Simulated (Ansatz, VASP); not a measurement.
# Cross-check of Y between VASP and Ansatz

Wanted: the spread between two codes on one cell, functional and k mesh. The structure shown is the end of the Ansatz relaxation below.

Program: Ansatz 0.2.0. Level of theory: plane waves, with VASP 6.6.1 beside it; single point at LDA. Results are calculated unless marked as measured.

### 1. Starting point

The structure is hexagonal, space group P6_3/mmc (No. 194). Conventional cell: a = 3.408 Å, b = 3.408 Å, c = 5.354 Å, α = 90.00°, β = 90.00°, γ = 120.00°. Nearest to Y lie 12 Y at 3.32 to 3.41 Å.

### 2. Ansatz: relaxation, LDA

Ansatz runs on its PAW soft_1 files.

This run makes the geometry at which the two programs are then compared.

The input, input.yaml:

```yaml
crystal:
  lattice:
    - [3.4107143756, 0.0, 0.0]
    - [-1.7053571878, 2.9537652943, 0.0]
    - [0.0, 0.0, 5.3448407993]
  atoms:
    - { symbol: "Y", position: [0.3333333333, 0.6666666667, 0.25] }
    - { symbol: "Y", position: [0.6666666667, 0.3333333333, 0.75] }
kpoints:
  mp_grid: { grid: [15, 15, 8] }
hamiltonian:
  xc: lda
  pseudopotentials: { kind: paw, azcp: { folder: soft_1 }, xc_functional: pbe }
scf:
  occupations: { method: methfessel_paxton, width: 0.2 }
output:
  forces: true
  stress: true
  eigenvalues: true
relax:
  adjacent_minimum: "off"
  f_tol: 0.001
  max_steps: 60
  cell: { stress_tol: 0.01, fix: [volume] }
```

Command:

```sh
$ ansatz run input.yaml --threads 4 --pin off --max-ram 10240MiB --backend cpu --events-out ev --progress --plain --runs-dir out
```

Numbers of over 12 decimals in the logs are rounded to 6 here.

Log:

```text
Engine: ansatz 0.2.0, x86_64-unknown-linux-gnu
Pseudopotentials: kind: paw
Pseudopotential: Y, paw, valence charge 11, recommended cutoff 420 eV (normal), soft_1/Y.paw.azcp
Functional definition: SPW92
  exchange = slater_x
  correlation = pw_c
Crystal: 2 atoms, lattice volume = 53.846 Å³
Basis set: ecut = 420 eV, 1085 PW (Γ)
Bands: 15, of which v1, the nominal top of the filled ones, is band 11 counted from 1 (10 counted from 0)
Symmetry: 24 space group operations
Space group: P63/mmc (ITA 194), of the structure as read, at distance tolerance 3.8e-5 Å
k-points: 135 of 1800
Non-local potential: Y, projectors of the file, l = 0: 3, l = 1: 2, l = 2: 2, l = 3: 1
PAW form: soft (Blöchl's): semilocal exchange-correlation on the pseudo side does not see the compensation charge
PAW frozen core: Y, regenerated for the run's functional, and the local potential with it (the file was generated under x = pbe(κ = 0.804, μ = 0.219515), c = pbe(β = 0.066725))
PAW one-centre angular grid: Y, 590 points (default); XC on 64 Gauss nodes
Initial density: superposition of atomic densities (chi_scale 0.1, normalization cell)
Initial wavefunctions: pseudopotential atomic-orbital guess
Functional: x = slater, c = lda
SCF iter   1: F=—  HF=-7491.105365 eV  |F-HF|=—  |Δ(HF+E_count)|=         —  Δρ=1.28e-2  dr2=1.27e-1  ethr=3.10e-3  ⟨swp⟩=4.6  Hψ=8716  notcnv=0
preconditioner: auto → none  [metal: Δε(μ)=0.005 eV  Ē_g=2.855 eV  σ=0.200 eV  W_gap=0.02  n_scr=8 (ndim 8)  ℏωp=12.4 eV  f_vac=0.000  D(μ)=3.28/eV (n_scr^D=34)  sad-step TF]
SCF iter   2: F=—  HF=-7491.075547 eV  |F-HF|=—  |Δ(HF+E_count)|=   2.98e-2  S|Δr|=    0.00e0  Δρ=8.04e-3  dr2=5.06e-2  ethr=5.79e-4  ⟨swp⟩=1.0  Hψ=3105  notcnv=0
SCF iter   3: F=—  HF=-7491.056449 eV  |F-HF|=—  |Δ(HF+E_count)|=   1.91e-2  S|Δr|=    0.00e0  Δρ=7.10e-4  dr2=4.06e-4  ethr=2.30e-4  ⟨swp⟩=2.9  Hψ=3523  notcnv=0
SCF iter   4: F=—  HF=-7491.056318 eV  |F-HF|=—  |Δ(HF+E_count)|=   1.31e-4  S|Δr|=    0.00e0  Δρ=1.20e-4  dr2=6.03e-6  ethr=1.85e-6  ⟨swp⟩=2.0  Hψ=3576  notcnv=0
SCF iter   5: F=—  HF=-7491.056319 eV  |F-HF|=—  |Δ(HF+E_count)|=   1.65e-6  S|Δr|=    0.00e0  Δρ=3.34e-5  dr2=5.07e-7  ethr=2.74e-8  ⟨swp⟩=2.8  Hψ=3364  notcnv=0
SCF iter   6: F=-7491.056319 eV  HF=-7491.056319 eV  |F-HF|=1.04e-8  |Δ(HF+E_count)|=   1.57e-7  S|Δr|=    0.00e0  Δρ=5.60e-6  dr2=1.29e-8  ethr=4.55e-10  ⟨swp⟩=5.9  Hψ=9349  notcnv=0
SCF 1 converged in 6 iterations: F = -7491.056319 eV  dr2 = 1.29e-8
  greatest PAW one-centre occupation: 0.993 electrons in one spin orbital (limit 2), on the Y atom at site 1 (counted from 0), in its partial waves of l = 0
relax step   1: F+E_penalty+E_count = -7491.05631924 eV  Δ(F+E_penalty+E_count) = +0.000e0 eV  max|allowed force component| = 1.064e-16 eV/Å  Δτ_max = 0.0000 Å  P = +5.475 GPa  Ω = 53.846 Å³  fix = [volume]  reactions: volume +5.475 GPa  (6 SCF iters, dr2 threshold 1.00e-7 eV, accepted)
[...]
relax step   2: F+E_penalty+E_count = -7491.05635888 eV  Δ(F+E_penalty+E_count) = -3.964e-5 eV  max|allowed force component| = 1.295e-16 eV/Å  Δτ_max = 0.0000 Å  P = +5.466 GPa  Ω = 53.846 Å³  energy of the carried Pulay correction = +7.405e-8 eV  fix = [volume]  reactions: volume +5.466 GPa  (3 SCF iters, dr2 threshold 2.56e-8 eV, accepted)
[...]
relax step   3: F+E_penalty+E_count = -7491.05636352 eV  Δ(F+E_penalty+E_count) = -4.642e-6 eV  max|allowed force component| = 3.007e-17 eV/Å  Δτ_max = 0.0000 Å  P = +5.463 GPa  Ω = 53.846 Å³  energy of the carried Pulay correction = +1.093e-7 eV  fix = [volume]  reactions: volume +5.463 GPa  (3 SCF iters, dr2 threshold 2.66e-9 eV, accepted)
[...]
relax step   4: F+E_penalty+E_count = -7491.05636296 eV  Δ(F+E_penalty+E_count) = +5.652e-7 eV  max|allowed force component| = 3.007e-17 eV/Å  Δτ_max = 0.0000 Å  P = +5.463 GPa  Ω = 53.846 Å³  fix = [volume]  reactions: volume +5.463 GPa  stress off target by 8.33e-5 GPa on what of the cell is left free  SCF on the basis re-selected at this cell (its energy is not comparable with the rows above)  (5 SCF iters)
basis re-selected at this cell: Δ(F+E_penalty+E_count) = +5.652e-7 eV, ΔP = +0.000 GPa vs the last step (what re-selecting the basis moved, of the pressure what is left beyond the Pulay correction that the steps carried, after the strain that the cell walked since its last selection, with what the two solves' SCF thresholds leave and, on support functions, any second-order correction that the steps lacked; it is no m [...]
SCF converged after 5 iterations
Stability not checked: this state was not tested for a lower state beside it, because cold or Methfessel-Paxton smearing, or corrected tetrahedra, fill the levels in a way that the test cannot read (fill_not_monotonic; see scf.lower_state_search)
Free energy (F): -7491.056363 eV
Harris-Foulkes:  -7491.056363 eV  (|F-HF|=0.00e0)
Internal energy: -7491.055728 eV  (E = F + TS)
E sigma→0 (E₀):  -7491.056204 eV
Entropy (-TS):   -0.000635 eV (-0.318 meV/atom)
Fermi energy:    11.588786 eV
--- Per-component energies (eV) ---
  E_band       = -186.597238
  E_kinetic    = 638.877326
  E_local      = -1065.597254  (includes V_loc(G=0)·N_el)
  E_nonlocal   = 62.987830
  E_hartree    = 336.847336
  E_xc         = -356.176387
  E_vxc        = -412.870945  (∫ρ·V_xc dr)
  E_paw        = -5430.017720  (= ΣΔE_a)
  E_vpaw       = -83.688915  (= ΣTr[D̂ρ^β])
  E_aug_tail   = 0.000046  (compensation charges beyond the density's cutoff)
  E_ewald      = -1678.636074
  E_core_change = 0.659170  (= ΣΔE_core)
  E_smearing   = -0.000635  (= −TS)
  E_closure    = 0.000000  (closes the sum)
  Σ components = -7491.056363   (vs F -7491.056363, Δ=0.00e0)
--- Forces (eV/Å), atoms counted from 1 ---
  atom   1  Y     -0.00000000    -0.00000000     0.00000000
  atom   2  Y     -0.00000000     0.00000000    -0.00000000
  max |Σ_I F_I| component: 1.85e-17 eV/Å
--- Stress (GPa, compression-positive) ---
        5.462486       0.000000       0.000000
       -0.000000       5.462486       0.000000
        0.000000       0.000000       5.462611
  P = ⅓ Tr σ = 5.4625 GPa (54.625 kbar)
--- Band table (eV; the first three rows and the last of 135) ---
  k-point 0: bands = [... 7 lower, -10.0439, 6.6865, 9.3795, 13.2650, 13.4241, 13.4241, 13.7946, 14.1943]
  k-point 1: bands = [... 7 lower, -10.0914, 6.8148, 9.3592, 13.0749, 13.3514, 13.3514, 13.6738, 14.0813]
  k-point 2: bands = [... 7 lower, -10.1256, 7.1816, 9.2435, 12.6969, 13.2474, 13.2474, 13.3516, 13.8203]
  k-point 134: bands = [... 7 lower, -10.2319, 11.0313, 11.0313, 11.1287, 11.1287, 12.3104, 12.3104, 14.6565]
--- Relaxed structure (3 steps of the walk, 3 accepted, 1 SCFs on fresh bases) ---
  F+E_penalty+E_count = -7491.05636296 eV   max|allowed force component| = 3.007e-17 eV/Å   (the final SCF, on the basis selected at the relaxed cell)
  cell:  # Å, volume = 53.8463 Å³
    - [3.407763, 0.0, 0]
    - [-1.703881, 2.951209, 0]
    - [0, 0, 5.354103]
  atoms:
    - { symbol: Y, position: [0.333333, 0.666667, 0.25] }
    - { symbol: Y, position: [0.666667, 0.333333, 0.750000] }
```

In the SCF lines HF is the Harris–Foulkes energy and dr2 the Hartree energy of the density residual, in eV; the loop may stop once dr2 is under the threshold and the program's other checks hold. Hψ counts applications of the Hamiltonian.

### 3. VASP: single point, LDA, pair 1

The same cell, functional (in two slightly different forms), mesh and smearing now go to VASP, with its own data sets.

Lines of VASP's logs that name or quote its potential files are left out, and so is its time.

The input, INCAR:

```
SYSTEM = Y
PREC = Accurate
ENCUT = 500
EDIFF = 1E-06
NELM = 120
ISMEAR = 1
SIGMA = 0.2
LREAL = .FALSE.
ALGO = Normal
GGA = CA
NBANDS = 17
LASPH = .TRUE.
LORBIT = 11
LWAVE = .FALSE.
LCHARG = .FALSE.
ISIF = 2
GGA_COMPAT = .FALSE.
KPAR = 2
```

The input, POSCAR:

```
Y
1.0
    3.4077629671      0.0000000000      0.0000000000
   -1.7038814835      2.9512092995      0.0000000000
    0.0000000000      0.0000000000      5.3541029692
Y
2
Direct
    0.3333333333      0.6666666667      0.2500000000
    0.6666666667      0.3333333333      0.7500000000
```

The input, KPOINTS:

```
Automatic mesh
0
Gamma
15 15 8
0 0 0
```

PAW data sets: Y_sv (LDA family, release 64).

Command:

```sh
$ mpirun -np 2 vasp_std
```

Log:

```text
[banner, memory and clock lines left out]
running    2 mpi-ranks, on    1 nodes
 distrk:  each k-point on    1 cores,    2 groups
 distr:  one band on    1 cores,    1 groups

 POSCAR found type information on POSCAR Y
 POSCAR found :  1 types and       2 ions
 LDA part: xc-table for (Slater(with rela. corr.)+CA(PZ))
 , standard interpolation
 POSCAR, INCAR and KPOINTS ok, starting setup
 FFT: planning ... GRIDC
 FFT: planning ... GRID_SOFT
 FFT: planning ... GRID
 WAVECAR not read
 entering main loop
       N       E                     dE             d eps       ncg     rms          rms(c)
DAV:   1     0.883443280361E+02    0.88344E+02   -0.11413E+04  4590   0.123E+03
DAV:   2    -0.722127258802E+01   -0.95566E+02   -0.94261E+02  5785   0.266E+02
DAV:   3    -0.139187345246E+02   -0.66975E+01   -0.66479E+01  7916   0.444E+01
DAV:   4    -0.140824084824E+02   -0.16367E+00   -0.16359E+00  5529   0.702E+00
DAV:   5    -0.140860250031E+02   -0.36165E-02   -0.36160E-02  6574   0.776E-01    0.368E+01
DAV:   6    -0.138322850485E+02    0.25374E+00   -0.35271E-01  4944   0.392E+00    0.227E+01
DAV:   7    -0.138158519820E+02    0.16433E-01   -0.70275E-01  6640   0.481E+00    0.185E+00
DAV:   8    -0.138041104772E+02    0.11742E-01   -0.11285E-01  5729   0.208E+00    0.502E-01
DAV:   9    -0.138043640268E+02   -0.25355E-03   -0.53648E-03  6176   0.535E-01    0.274E-01
DAV:  10    -0.138043131065E+02    0.50920E-04   -0.29247E-04  6933   0.111E-01    0.326E-02
DAV:  11    -0.138043142444E+02   -0.11378E-05   -0.18418E-05  6094   0.315E-02    0.239E-02
DAV:  12    -0.138043142965E+02   -0.52145E-07   -0.35941E-06  4677   0.178E-02
   1 F= -.13804314E+02 E0= -.13804104E+02  d E =-.631254E-03
```

OUTCAR, selected parts (step 3):

```text
ion  position               nearest neighbor table
   1  0.333  0.667  0.250-   2 3.32   2 3.32   2 3.32   2 3.32   2 3.32   2 3.32
   2  0.667  0.333  0.750-   1 3.32   1 3.32   1 3.32   1 3.32   1 3.32   1 3.32

  LATTYP: Found a hexagonal cell.
 ALAT       =     3.4077629671
 C/A-ratio  =     1.5711488800

 Subroutine GETGRP returns: Found 24 space group operations
 (whereof 12 operations were pure point group operations)

The static configuration has the point symmetry D_3d.
 The point group associated with its full space group is D_6h.

 Found    135 irreducible k-points:

   k-points           NKPTS =    135   k-points in BZ     NKDIM =    135   number of bands    NBANDS=     17

   dimension x,y,z NGX =    28 NGY =   28 NGZ =   40
   dimension x,y,z NGXF=    56 NGYF=   56 NGZF=   80

   ENCUT  =  500.0 eV  36.75 Ry    6.06 a.u.   6.21  6.21  9.76*2*pi/ulx,y,z

   NELECT =      22.0000    total number of electrons

 k-points in reciprocal lattice and weights: Automatic mesh
   0.00000000  0.00000000  0.00000000       0.001
   0.06666667 -0.00000000  0.00000000       0.003
   0.13333333  0.00000000  0.00000000       0.003
   0.20000000 -0.00000000  0.00000000       0.003
   0.26666667  0.00000000  0.00000000       0.003
   0.33333333  0.00000000  0.00000000       0.003
   0.40000000 -0.00000000  0.00000000       0.003
   0.46666667 -0.00000000  0.00000000       0.003
   0.06666667  0.06666667  0.00000000       0.003
[...]
0.33333333  0.26666667  0.50000000       0.007
   0.33333333  0.33333333  0.50000000       0.001

 average (electrostatic) potential at core
       1 -36.1198       2 -36.1198

 E-fermi :   3.8880

 k-point     1 :       0.0000    0.0000    0.0000
  band No.  band energies     occupation
    ...
      6     -17.7925      2.00000
      7     -17.7925      2.00000
      8     -17.7346      2.00000
      9      -1.0641      2.00000
     10       1.6623      2.00000
     11       5.5850     -0.00000
     12       5.7173     -0.00000
     13       5.7173     -0.00000
     14       6.0866     -0.00000
     15       6.4862     -0.00000
    ...

 k-point     2 :       0.0667   -0.0000    0.0000
  band No.  band energies     occupation
    ...
      6     -17.8268      2.00000
      7     -17.7962      2.00000
      8     -17.7415      2.00000
      9      -0.9433      2.00000
     10       1.7749      2.00000
     11       5.3965     -0.00000
     12       5.3987     -0.00000
     13       5.8293     -0.00000
     14       6.3113     -0.00000
     15       6.3730     -0.00000
    ...

 k-point     3 :       0.1333    0.0000    0.0000
  band No.  band energies     occupation
    ...
      6     -17.9217      2.00000
      7     -17.8075      2.00000
      8     -17.7623      2.00000
      9      -0.5956      2.00000
     10       2.0846      2.00000
     11       4.8874     -0.00000
     12       4.9166     -0.00000
     13       6.0266     -0.00000
     14       6.1613     -0.00000
     15       6.5649     -0.00000
    ...

  Total        1.7592816      1.7592816      1.7739106      0.0000000     -0.0000000      0.0000000
  in kB       52.3467629     52.3467629     52.7820426      0.0000000     -0.0000000      0.0000000
  external PRESSURE =      52.4918561 kB  Pullay stress =       0.0000000 kB

  energy-cutoff  :      500.00
  volume of cell :       53.85
      direct lattice vectors                 reciprocal lattice vectors
     3.407762967  0.000000000  0.000000000     0.293447640  0.169422074  0.000000000
    -1.703881484  2.951209299  0.000000000     0.000000000  0.338844148  0.000000000
     0.000000000  0.000000000  5.354102969     0.000000000  0.000000000  0.186772650

 POSITION                                       TOTAL-FORCE (eV/Angst)
 -----------------------------------------------------------------------------------
     -0.00000      1.96747      1.33853        -0.000000      0.000000      0.000000
      1.70388      0.98374      4.01558         0.000000     -0.000000      0.000000
 -----------------------------------------------------------------------------------
    total drift:                               -0.000000      0.000000     -0.000000

  FREE ENERGIE OF THE ION-ELECTRON SYSTEM (eV)
  ---------------------------------------------------
  free  energy   TOTEN  =       -13.8043142965 eV

  energy  without entropy=      -13.8036830427  energy(sigma->0) =      -13.80410388

 total charge
# of ion       s       p       d       f       tot
--------------------------------------------------
    1        2.324   6.271   1.148   0.013   9.756
    2        2.324   6.271   1.148   0.013   9.756
--------------------------------------------------
tot          4.647  12.542   2.297   0.026  19.512

[... 3 further parts left out ...]
```

The run ends at a pressure of 5.25 GPa.

### 4. Comparison

Known differences besides the potentials themselves: the two LDA forms differ slightly; the cutoff is 420 eV in Ansatz and 500 eV in VASP; VASP's log shows a relativistic correction to its local exchange, Ansatz's none; Ansatz's pressure holds a Pulay correction, VASP's none. Total energies have different zeros and are not compared.

The two programs side by side:

| quantity | Ansatz | VASP | difference |
| --- | --- | --- | --- |
| pressure (GPa) | 5.46 | 5.25 | +0.21 |

### 5. Ansatz: relaxation, LDA

This run makes the geometry at which the two programs are then compared. The cell compared in this pair holds 55.04 Å³, against 53.85 Å³ for the pair before.

The structure compared here is the end of the Ansatz relaxation.

input.yaml, as its differences from that of step 2:

```diff
@@ -2,5 +2,5 @@
   lattice:
-    - [3.4107143756, 0.0, 0.0]
-    - [-1.7053571878, 2.9537652943, 0.0]
-    - [0.0, 0.0, 5.3448407993]
+    - [3.4385260353, 0.0, 0.0]
+    - [-1.7192630177, 2.9778508981, 0.0]
+    - [0.0, 0.0, 5.3755902946]
   atoms:
```

Command:

```sh
$ ansatz run input.yaml --threads 4 --pin off --max-ram 10240MiB --backend cpu --events-out ev --progress --plain --runs-dir out
```

Log:

```text
[...]
Crystal: 2 atoms, lattice volume = 55.043 Å³
Basis set: ecut = 420 eV, 1085 PW (Γ)
Bands: 15, of which v1, the nominal top of the filled ones, is band 11 counted from 1 (10 counted from 0)
Symmetry: 24 space group operations
[...]
k-points: 135 of 1800
[...]
k-point 134: bands = [... 7 lower, -10.5836, 10.7576, 10.7576, 10.8430, 10.8430, 11.9762, 11.9762, 14.3269]
--- Relaxed structure (3 steps of the walk, 3 accepted, 1 SCFs on fresh bases) ---
[...]
cell:  # Å, volume = 55.0429 Å³
    - [3.435794, 2.8844606332128946e-11, 0]
    - [-1.717897, 2.975485, 0]
    - [0, 0, 5.384143]
  atoms:
    - { symbol: Y, position: [0.333333, 0.666667, 0.250000] }
    - { symbol: Y, position: [0.666667, 0.333333, 0.750000] }
[key lines of the parts left out:]
SCF converged after 5 iterations
Free energy (F): -7491.092323 eV
Fermi energy:    11.293630 eV
P = ⅓ Tr σ = 4.1851 GPa (41.851 kbar)
```

### 6. VASP: single point, LDA, pair 2

The same cell, functional (in two slightly different forms), mesh and smearing now go to VASP, with its own data sets.

INCAR is that of step 3.

The input, POSCAR:

```
Y
1.0
    3.4357940585      0.0000000000      0.0000000000
   -1.7178970293      2.9754849368      0.0000000000
    0.0000000000      0.0000000000      5.3841425108
Y
2
Direct
    0.3333333333      0.6666666667      0.2500000000
    0.6666666667      0.3333333333      0.7500000000
```

KPOINTS is that of step 3.

Command:

```sh
$ mpirun -np 2 vasp_std
```

Log:

```text
[... set-up lines as in an earlier step ...]
 entering main loop
       N       E                     dE             d eps       ncg     rms          rms(c)
DAV:   1     0.879170978921E+02    0.87917E+02   -0.11399E+04  4598   0.122E+03
DAV:   2    -0.721769528119E+01   -0.95135E+02   -0.93777E+02  5821   0.266E+02
DAV:   3    -0.139759728393E+02   -0.67583E+01   -0.67063E+01  7985   0.445E+01
DAV:   4    -0.141354002360E+02   -0.15943E+00   -0.15926E+00  5553   0.704E+00
[...]
DAV:  10    -0.138388769035E+02    0.47149E-04   -0.32397E-04  6907   0.124E-01    0.333E-02
DAV:  11    -0.138388781462E+02   -0.12427E-05   -0.17164E-05  6223   0.294E-02    0.242E-02
DAV:  12    -0.138388781255E+02    0.20749E-07   -0.35623E-06  4525   0.176E-02
   1 F= -.13838878E+02 E0= -.13838667E+02  d E =-.633133E-03
```

[end of part 1 of 2]

[Lines on the potential files, build, host, timing and source positions are cut from VASP's logs without a mark.]

[Logs are printed without paths, hosts, clocks, repeated set-up lines and the standing remarks that a program may print on its own settings, such as how far it seeks lower states.]

[Hosts, paths, dates, database ids (printed as entryN), source tags and the programs' standing remarks are cut or masked in the printed files.]
